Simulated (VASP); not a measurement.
# GeBi3: equation of state with PBE

GeBi3:

```
CELL_PARAMETERS angstrom
0.00000 3.86682 3.86682
3.86682 0.00000 3.86682
3.86682 3.86682 0.00000
ATOMIC_POSITIONS crystal
Bi 0.50000 0.50000 0.50000
Bi 0.75000 0.75000 0.75000
Bi 0.25000 0.25000 0.25000
Ge 0.00000 0.00000 0.00000
```

The cell comes from a database or a generator and needn't be the stable form of this composition.

| Quantity | Value |
| --- | --- |
| Program | VASP 6.6.1 |
| Task | equation of state |
| Functional | PBE |
| Potentials or basis | VASP PAW PBE potentials, release 64 (Bi_d, Ge_d) |
| Cutoff | 520 eV |
| k mesh | 6 × 6 × 6 |
| Occupations | fermi-dirac, width 0.05 eV |
| Spin | no spin polarisation |

```
Equilibrium volume                      : 29.49 Å³/atom
Bulk modulus                            : 53 GPa
Pressure derivative of the bulk modulus : 4.0
```

Energy against volume, from the lowest point:
```csv
volume (Å³/atom),energy (meV/atom)
27.174,34.21
27.753,18.61
28.331,7.97
28.909,1.92
29.487,0.00
30.065,1.82
30.643,7.00
```

All runs of the series together: 10 min on 1 thread of Intel(R) Xeon(R) Platinum 8488C (Sapphire Rapids), with other jobs on the host.
